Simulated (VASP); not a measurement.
Mg, 3 atoms in the cell. The cell holds a slab with vacuum, 3 atoms: a = 3.120 Å, b = 3.120 Å, c = 24.903 Å, α = 90.00°, β = 90.00°, γ = 120.00°. The cell was built by a generator and needn't be a form met in nature.

```yaml
Program: VASP 6.6.1
Task: single point
Functional: LDA
Potentials_or_basis: VASP PAW LDA potentials, release 64 (Mg)
Cutoff: 520 eV
k_mesh: 12 × 12 × 1
Occupations: methfessel-paxton, width 0.1 eV
Spin: no spin polarisation
Dipole_correction: yes
Further_INCAR_settings: ALGO = Fast; EDIFF = 1e-07; NBANDS = 10
```

Potentials or basis: VASP PAW LDA potentials, release 64 (Mg).

Launch:

```sh
$ cat potpaw_LDA.64/Mg/POTCAR > POTCAR
$ mpirun -np 1 vasp_std > vasp.out
```

Hardware: 1 thread of AMD EPYC 9R45 (Zen 5) (shared host).

Q: How long does it take, and how much memory?

A: Run time: 39 s on 1 thread of AMD EPYC 9R45 (Zen 5) (shared host), peak memory 0.21 GiB. Counts: scf iterations 20, k points 19.
